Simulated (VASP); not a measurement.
Sn2Ge:

```
Sn Ge
1.0
    -2.19500    2.19500    9.30000
     2.19500   -2.19500    9.30000
     2.19500    2.19500   -9.30000
Sn Ge
4 2
Direct
  0.08330 0.58330 0.50000
  0.41670 0.91670 0.50000
  0.33330 0.33330 0.00000
  0.66670 0.66670 0.00000
  0.00000 0.00000 0.00000
  0.75000 0.25000 0.50000
```

The cell was built by a generator and needn't be a form met in nature.

| Property | Result |
| --- | --- |
| Program | VASP 6.6.1 |
| Task | relaxation of cell and atoms |
| Functional | PBE |
| Potentials or basis | VASP PAW PBE potentials, release 64 (Sn_d, Ge_d) |
| Cutoff | 520 eV |
| k mesh | 6 × 6 × 6 |
| Occupations | gaussian, width 0.15 eV |
| Spin | no spin polarisation |

At the start: pressure 4.4 GPa; volume 29.87 Å³/atom.

**Question.** How do energy, volume and symmetry change on relaxing?

**Answer.** Over 9 steps the energy falls by 57.0 meV/atom and the volume is 32.33 Å³/atom (+8.2 %); space group I4_1/amd (No. 141, to 0.05 Å).

Step by step:
| step | energy change (eV) | largest force (eV/Å) | pressure (GPa) | volume (Å³) |
| --- | --- | --- | --- | --- |
| 1 | 0.0000 | 1.2410 | 4.40 | 179.23 |
| 2 | -0.3037 | 0.1297 | -1.26 | 201.36 |
| 3 | -0.3233 | 0.3032 | -0.40 | 196.64 |
| 4 | -0.3228 | 0.2475 | -0.77 | 197.04 |
| 5 | -0.3410 | 0.0446 | 0.49 | 194.93 |
| 6 | -0.3406 | 0.0970 | -0.61 | 195.04 |
| 7 | -0.3409 | 0.0644 | -0.46 | 194.97 |
| 8 | -0.3412 | 0.1095 | 0.24 | 192.91 |
| 9 | -0.3418 | 0.0555 | -0.25 | 193.96 |

Final structure:
```cif
data_structure
_symmetry_space_group_name_H-M 'P 1'
_symmetry_Int_Tables_number 1
_cell_length_a 10.0577
_cell_length_b 10.0577
_cell_length_c 10.0577
_cell_angle_alpha 154.092
_cell_angle_beta 154.092
_cell_angle_gamma 36.966
_cell_volume 193.96
loop_
_atom_site_label
_atom_site_type_symbol
_atom_site_fract_x
_atom_site_fract_y
_atom_site_fract_z
_atom_site_occupancy
Sn1 Sn 0.07981 0.57981 0.50000 1
Sn2 Sn 0.42019 0.92019 0.50000 1
Sn3 Sn 0.32981 0.32981 0.00000 1
Sn4 Sn 0.67019 0.67019 0.00000 1
Ge1 Ge 0.00000 0.00000 0.00000 1
Ge2 Ge 0.75000 0.25000 0.50000 1
```
